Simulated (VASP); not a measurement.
Output of a VASP run:

**OSZICAR**
```
       N       E                     dE             d eps       ncg     rms          rms(c)
DAV:   1     0.638259456957E+02    0.63826E+02   -0.52876E+03   846   0.102E+03
DAV:   2    -0.674871682977E+00   -0.64501E+02   -0.64199E+02   873   0.226E+02
DAV:   3    -0.187923407463E+01   -0.12044E+01   -0.11998E+01  1325   0.341E+01
DAV:   4    -0.193177275145E+01   -0.52539E-01   -0.52491E-01  1273   0.520E+00
DAV:   5    -0.193235269935E+01   -0.57995E-03   -0.57948E-03  1437   0.459E-01    0.219E+00
DAV:   6    -0.192779794327E+01    0.45548E-02   -0.12894E-02  1087   0.138E+00    0.135E+00
DAV:   7    -0.192953480327E+01   -0.17369E-02   -0.21598E-02   956   0.185E+00    0.105E-01
DAV:   8    -0.192908095874E+01    0.45384E-03   -0.22622E-03   979   0.522E-01    0.265E-02
DAV:   9    -0.192909606454E+01   -0.15106E-04   -0.13249E-04  1397   0.910E-02    0.745E-03
DAV:  10    -0.192909629477E+01   -0.23022E-06   -0.12502E-05  1173   0.428E-02    0.233E-03
DAV:  11    -0.192909575334E+01    0.54142E-06   -0.58363E-07   825   0.959E-03
   1 F= -.19290958E+01 E0= -.19291803E+01  d E =-.192910E+01
       N       E                     dE             d eps       ncg     rms          rms(c)
DAV:   1    -0.197504722676E+01   -0.45951E-01   -0.12814E+00   898   0.135E+01    0.128E+00
DAV:   2    -0.193963292797E+01    0.35414E-01   -0.11372E-01   892   0.429E+00    0.660E-01
DAV:   3    -0.193040790179E+01    0.92250E-02   -0.69672E-02  1097   0.241E+00    0.209E-01
DAV:   4    -0.193080258984E+01   -0.39469E-03   -0.56177E-03   979   0.881E-01    0.102E-01
DAV:   5    -0.193163198386E+01   -0.82939E-03   -0.13762E-03  1317   0.186E-01    0.568E-02
DAV:   6    -0.193173028511E+01   -0.98301E-04   -0.15988E-04  1453   0.860E-02    0.191E-02
DAV:   7    -0.193172534768E+01    0.49374E-05   -0.77630E-06  1093   0.334E-02    0.273E-03
DAV:   8    -0.193172429551E+01    0.10522E-05   -0.13556E-05  1290   0.144E-02    0.668E-04
DAV:   9    -0.193172451003E+01   -0.21452E-06   -0.76927E-08   472   0.338E-03
   2 F= -.19317245E+01 E0= -.19317402E+01  d E =-.262876E-02
       N       E                     dE             d eps       ncg     rms          rms(c)
DAV:   1    -0.194273869794E+01   -0.11014E-01   -0.31875E-01   890   0.677E+00    0.634E-01
DAV:   2    -0.193404945157E+01    0.86892E-02   -0.28889E-02   896   0.214E+00    0.331E-01
DAV:   3    -0.193174579308E+01    0.23037E-02   -0.17751E-02  1123   0.121E+00    0.111E-01
DAV:   4    -0.193182891569E+01   -0.83123E-04   -0.13439E-03   967   0.437E-01    0.516E-02
DAV:   5    -0.193205191620E+01   -0.22300E-03   -0.37931E-04  1290   0.102E-01    0.244E-02
DAV:   6    -0.193207007894E+01   -0.18163E-04   -0.32577E-05  1427   0.379E-02    0.791E-03
DAV:   7    -0.193206700728E+01    0.30717E-05   -0.65636E-06   994   0.313E-02    0.106E-02
DAV:   8    -0.193206794515E+01   -0.93787E-06   -0.83721E-06  1356   0.248E-02
   3 F= -.19320679E+01 E0= -.19320402E+01  d E =-.297219E-02
```

**OUTCAR**
```
------------------------ aborting loop because EDIFF is reached ----------------------------------------
  FORCE on cell =-STRESS in cart. coord.  units (eV):
  Direction    XX          YY          ZZ          XY          YZ          ZX
  --------------------------------------------------------------------------------------
  Total       -0.0016355     -0.0016355     -0.0016355      0.0000000      0.0000000      0.0000000
  in kB       -0.0625160     -0.0625160     -0.0625160      0.0000000      0.0000000      0.0000000
  external PRESSURE =      -0.0625160 kB  Pullay stress =       0.0000000 kB
  volume of cell :       41.91
      direct lattice vectors                 reciprocal lattice vectors
    -0.000000000  2.757042346  2.757042346    -0.181353761  0.181353761  0.181353761
     2.757042346  0.000000000  2.757042346     0.181353761 -0.181353761  0.181353761
     2.757042346  2.757042346 -0.000000000     0.181353761  0.181353761 -0.181353761
 POSITION                                       TOTAL-FORCE (eV/Angst)
 -----------------------------------------------------------------------------------
      0.00000      0.00000      0.00000         0.000000     -0.000000      0.000000
 -----------------------------------------------------------------------------------
    total drift:                               -0.000000     -0.000000     -0.000000
  FREE ENERGIE OF THE ION-ELECTRON SYSTEM (eV)
  ---------------------------------------------------
  free  energy   TOTEN  =        -1.9320679451 eV

  energy  without entropy=       -1.9319845743  energy(sigma->0) =       -1.93204015

 reached required accuracy - stopping structural energy minimisation
```
(Selected blocks of OUTCAR.)

File POSCAR:
```
Ca
1
    0.0000000000     2.7900000000     2.7900000000
    2.7900000000     0.0000000000     2.7900000000
    2.7900000000     2.7900000000     0.0000000000
Ca
1
Direct
  0.0000000000   0.0000000000   0.0000000000
```

Question: Reconstruct the remaining input files.

Answer: This is not unique; one that fits is the input of the run itself, PW91 GGA, plane waves, VASP's PBE PAW potentials (set 64).

File KPOINTS:
```
Automatic
0
Gamma
  10 10 10
0 0 0
```

INCAR:
```
SYSTEM = Ca
PREC = Accurate; ENCUT = 520; LREAL = .False.
LASPH = .True.
EDIFF = 1E-6; NELM = 100; ALGO = Normal
ISMEAR = 1; SIGMA = 0.1
GGA = 91
IBRION = 2; NSW = 60; ISIF = 3
EDIFFG = -0.01
LWAVE = .False.; LCHARG = .False.
```

POTCAR, in this order: Ca_sv (PBE.64 set). Program: vasp_std.

Energy and stress use the plane-wave basis of the starting cell.

The compound is Ca in the fcc structure. This run relaxes it. Symmetry was kept, so distortions that lower it aren't found.
